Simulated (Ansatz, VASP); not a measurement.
# Cross-check of Y2CSO (Y2COS MXene monolayer) between VASP and Ansatz, part 2 of 2

Aim: how closely do two programs agree when they are given the same cell, functional and k mesh? The structure shown is the end of the Ansatz relaxation below.

VASP 6.6.1 and Ansatz 0.2.0.

So far: The starting structure; Ansatz: relaxation, PBEsol with D3(BJ).

## Step 3: VASP: single point, PBEsol with D3(BJ)

Level of this step: PBEsol with D3(BJ); plane waves and PAW (S, Y_sv, C, O) (VASP).

The same cell, functional, mesh and smearing now go to VASP, with its own data sets.

Lines of VASP's logs that name or quote its potential files are left out, and so is its time.

File INCAR:

```
SYSTEM = Y2CSO
PREC = Accurate
ENCUT = 520
EDIFF = 1E-06
NELM = 120
ISMEAR = -1
SIGMA = 0.05
LREAL = .FALSE.
ALGO = Normal
GGA = PS
IVDW = 12
NBANDS = 25
LASPH = .TRUE.
LORBIT = 11
LWAVE = .FALSE.
LCHARG = .FALSE.
ISIF = 2
LDIPOL = .TRUE.
IDIPOL = 3
DIPOL = 0.5 0.5 0.505
LVHAR = .TRUE.
GGA_COMPAT = .FALSE.
NELMDL = -8
KPAR = 2
```

File POSCAR:

```
Y2CSO
1.0
    3.5629269695      0.0000000000      0.0000000000
   -1.7814634847      3.0855852674      0.0000000000
    0.0000000000      0.0000000000     42.7972203109
S Y C O
1 2 1 1
Direct
    0.3333333333      0.6666666667      0.4352270562
    0.6666666667      0.3333333333      0.4734886492
    0.3333333333      0.6666666667      0.5461866383
    0.0000000000      0.0000000000      0.5049653144
    0.6666666667      0.3333333333      0.5623739974
```

File KPOINTS:

```
Automatic mesh
0
Gamma
12 12 1
0 0 0
```

Potentials, in the order of the species: S, Y_sv, C and O (PBE family, release 64).

On the command line:

```bash
$ mpirun -np 2 vasp_std
```

Numbers of over 12 decimals in the logs are rounded to 6 here.

What it wrote:

```text
[banner, memory and clock lines left out]
running    2 mpi-ranks, on    1 nodes
 distrk:  each k-point on    1 cores,    2 groups
 distr:  one band on    1 cores,    1 groups

 POSCAR found type information on POSCAR S Y C O
 POSCAR found :  4 types and       5 ions
|                                                                             |
|               ----> ADVICE to this user running VASP <----                  |
|                                                                             |
|     You enforced a specific xc type in the INCAR file but a different       |
|     [... a line on the potential file left out ...]
|     I HOPE YOU KNOW WHAT YOU ARE DOING!                                     |
|                                                                             |

 LDA part: xc-table for (Slater+PW92), standard interpolation
 POSCAR, INCAR and KPOINTS ok, starting setup
 FFT: planning ... GRIDC
 FFT: planning ... GRID_SOFT
 FFT: planning ... GRID
 WAVECAR not read
 entering main loop
       N       E                     dE             d eps       ncg     rms          rms(c)
DAV:   1     0.279627703939E+03    0.27963E+03   -0.16375E+04  1214   0.114E+03
DAV:   2     0.160967995286E+01   -0.27802E+03   -0.27238E+03  1365   0.267E+02
DAV:   3    -0.423392066843E+02   -0.43949E+02   -0.43452E+02  1458   0.899E+01
DAV:   4    -0.447996673525E+02   -0.24605E+01   -0.24531E+01  1544   0.218E+01
DAV:   5    -0.448827528311E+02   -0.83085E-01   -0.83043E-01  1436   0.374E+00
DAV:   6    -0.448865045360E+02   -0.37517E-02   -0.37513E-02  1540   0.708E-01
DAV:   7    -0.448865641293E+02   -0.59593E-04   -0.59592E-04  1412   0.103E-01
DAV:   8    -0.448865659426E+02   -0.18133E-05   -0.18126E-05  1556   0.174E-02    0.536E+01
DAV:   9    -0.443774099805E+02    0.50916E+00   -0.12440E+02  1272   0.420E+01    0.404E+01
DAV:  10    -0.476143379654E+02   -0.32369E+01   -0.77510E+01  1453   0.425E+01    0.254E+01
DAV:  11    -0.445795156184E+02    0.30348E+01   -0.31946E+02  1382   0.382E+01    0.170E+01
DAV:  12    -0.420257740390E+02    0.25537E+01   -0.76879E+01  1280   0.222E+01    0.109E+01
DAV:  13    -0.398079747818E+02    0.22178E+01   -0.52760E+00  1257   0.108E+01    0.627E+00
DAV:  14    -0.396137029920E+02    0.19427E+00   -0.66181E-01  1444   0.371E+00    0.604E+00
[...]
DAV:  35    -0.390878760855E+02   -0.18545E-04   -0.10252E-05  1132   0.211E-02    0.730E-03
DAV:  36    -0.390878895706E+02   -0.13485E-04   -0.89327E-06  1172   0.187E-02    0.555E-03
DAV:  37    -0.390878945464E+02   -0.49757E-05   -0.13614E-06   936   0.629E-03    0.411E-03
DAV:  38    -0.390879002520E+02   -0.57056E-05   -0.28992E-07   865   0.301E-03    0.206E-03
DAV:  39    -0.390879036534E+02   -0.34014E-05   -0.15561E-07   872   0.231E-03    0.216E-03
DAV:  40    -0.390879069154E+02   -0.32621E-05   -0.14589E-07   875   0.183E-03    0.269E-03
DAV:  41    -0.390879081398E+02   -0.12244E-05   -0.16051E-07   853   0.227E-03    0.173E-03
DAV:  42    -0.390879088797E+02   -0.73984E-06   -0.12269E-07   828   0.206E-03
   1 F= -.40005436E+02 E0= -.39987875E+02  d E =-.351225E-01
```

Parts of OUTCAR (step 3):

```text
ion  position               nearest neighbor table
   1  0.333  0.667  0.435-   2 2.63   2 2.63   2 2.63
   2  0.667  0.333  0.473-   4 2.46   4 2.46   4 2.46   1 2.63   1 2.63   1 2.63   3 3.73   3 3.73
                             3 3.73
   3  0.333  0.667  0.546-   5 2.17   5 2.17   5 2.17   4 2.71   4 2.71   4 2.71   2 3.73   2 3.73
                             2 3.73
   4  0.000  0.000  0.505-   2 2.46   2 2.46   2 2.46   3 2.71   3 2.71   3 2.71
   5  0.667  0.333  0.562-   3 2.17   3 2.17   3 2.17

  LATTYP: Found a hexagonal cell.
 ALAT       =     3.5629269695
 C/A-ratio  =    12.0118151950

 Subroutine GETGRP returns: Found  6 space group operations
 (whereof  6 operations were pure point group operations)

The static configuration has the point symmetry C_3v.

 Found     19 irreducible k-points:

   k-points           NKPTS =     19   k-points in BZ     NKDIM =     19   number of bands    NBANDS=     25

   dimension x,y,z NGX =    28 NGY =   28 NGZ =  320
   dimension x,y,z NGXF=    56 NGYF=   56 NGZF=  640

   ENCUT  =  520.0 eV  38.22 Ry    6.18 a.u.   6.62  6.62 79.57*2*pi/ulx,y,z

   NELECT =      38.0000    total number of electrons

 k-points in reciprocal lattice and weights: Automatic mesh
   0.00000000  0.00000000  0.00000000       0.007
   0.08333333 -0.00000000  0.00000000       0.042
   0.16666667 -0.00000000  0.00000000       0.042
   0.25000000 -0.00000000  0.00000000       0.042
   0.33333333 -0.00000000  0.00000000       0.042
   0.41666667 -0.00000000  0.00000000       0.042
   0.50000000 -0.00000000  0.00000000       0.021
   0.08333333  0.08333333  0.00000000       0.042
   0.16666667  0.08333333  0.00000000       0.083
[...]
0.33333333  0.25000000  0.00000000       0.083
   0.33333333  0.33333333  0.00000000       0.014

 dipolmoment           0.000000      0.000000     -0.085228 electrons x Angstroem

 average (electrostatic) potential at core
       1 -94.5557       2 -42.4569       3 -42.8255       4 -58.1188       5 -78.3335

 E-fermi :  -4.3863

 k-point     1 :       0.0000    0.0000    0.0000
  band No.  band energies     occupation
    ...
     14      -7.5074      2.00000
     15      -6.6257      2.00000
     16      -5.1758      2.00000
     17      -5.1758      2.00000
     18      -4.4750      1.71002
     19      -3.4214      0.00000
     20      -3.4214      0.00000
     21      -0.5302      0.00000
     22      -0.1829      0.00000
     23      -0.1829      0.00000
    ...

 k-point     2 :       0.0833   -0.0000    0.0000
  band No.  band energies     occupation
    ...
     13      -7.5967      2.00000
     14      -7.3473      2.00000
     15      -6.5895      2.00000
     16      -5.4394      2.00000
     17      -5.1566      2.00000
     18      -4.2539      0.13236
     19      -3.8116      0.00002
     20      -3.5540      0.00000
     21      -0.5517      0.00000
     22      -0.1955      0.00000
    ...

 k-point     3 :       0.1667   -0.0000    0.0000
  band No.  band energies     occupation
    ...
     14      -7.1312      2.00000
     15      -6.5478      2.00000
     16      -5.7179      2.00000
     17      -5.1270      2.00000
     18      -4.6868      1.99510
     19      -4.0434      0.00210
     20      -3.8275      0.00003
     21      -0.8923      0.00000
     22       0.0629      0.00000
     23       0.2075      0.00000
    ...

 Edisp (eV)   -0.91753

  Total      -0.03411    -0.03411    -0.05286    -0.00000     0.00000     0.00000
  in kB      -0.11615    -0.11615    -0.17999    -0.00000     0.00000     0.00000
  external pressure =       -0.14 kB  Pullay stress =        0.00 kB

  energy-cutoff  :      520.00
  volume of cell :      470.50
      direct lattice vectors                 reciprocal lattice vectors
     3.562926969  0.000000000  0.000000000     0.280668116  0.162043812  0.000000000
    -1.781463485  3.085585267  0.000000000     0.000000000  0.324087625  0.000000000
     0.000000000  0.000000000 42.797220311     0.000000000  0.000000000  0.023366004

 POSITION                                       TOTAL-FORCE (eV/Angst)
 -----------------------------------------------------------------------------------
     -0.00000      2.05706     18.62651        -0.000000      0.000000      0.004271
      1.78146      1.02853     20.26400         0.000000     -0.000000     -0.002475
     -0.00000      2.05706     23.37527         0.000000     -0.000000     -0.004286
      0.00000      0.00000     21.61111        -0.000000      0.000000      0.002027
      1.78146      1.02853     24.06804        -0.000000     -0.000000      0.000463
 -----------------------------------------------------------------------------------
    total drift:                                0.000000     -0.000000     -0.000333

  FREE ENERGIE OF THE ION-ELECTRON SYSTEM (eV)
  ---------------------------------------------------
  free  energy   TOTEN  =       -40.0054359036 eV

  energy  without entropy=      -39.9703133845  energy(sigma->0) =      -39.98787464

 vacuum level on the upper side and lower side of the slab         0.956         2.358

 total charge
# of ion       s       p       d       f       tot
--------------------------------------------------
    1        1.357   2.324   0.000   0.000   3.681
    2        2.218   6.514   1.204   0.070  10.005
    3        2.193   6.495   1.109   0.127   9.923
    4        0.915   1.305   0.000   0.000   2.220
    5        1.563   3.450   0.000   0.000   5.013
--------------------------------------------------
tot          8.245  20.088   2.313   0.196  30.842

[... 3 further parts left out ...]
```

## Step 4: Differences

Known differences besides the potentials themselves: Ansatz cuts the interaction across the vacuum, VASP repeats the sheet with a dipole correction; the cutoff is 420 eV in Ansatz and 520 eV in VASP; Ansatz makes its cores anew for this functional, VASP keeps those of its PBE data sets. Total energies have different zeros and are not compared.

At this near-relaxed geometry the largest component of a force difference is 7 meV/Å. With vacuum in the cell, a pressure given here is an average over mostly empty space and none of the material.

## Step 5: Outcome

```json
{
  "r.m.s. force difference (single point, PBEsol with D3(BJ))": "2.2 meV/Å"
}
```

In words: The r.m.s. force difference is 2.2 meV/Å (single point, PBEsol with D3(BJ)), within the 12 meV/Å picked in this series as the mark of a large difference. How closely two codes agree says nothing of how well the functional describes the real material.

[Lines on the potential files, build, host, timing and source positions are cut from VASP's logs without a mark.]

[Logs are printed without paths, hosts, clocks, repeated set-up lines and the standing remarks that a program may print on its own settings, such as how far it seeks lower states.]

[Hosts, paths, dates, database ids (printed as entryN), source tags and the programs' standing remarks are cut or masked in the printed files.]
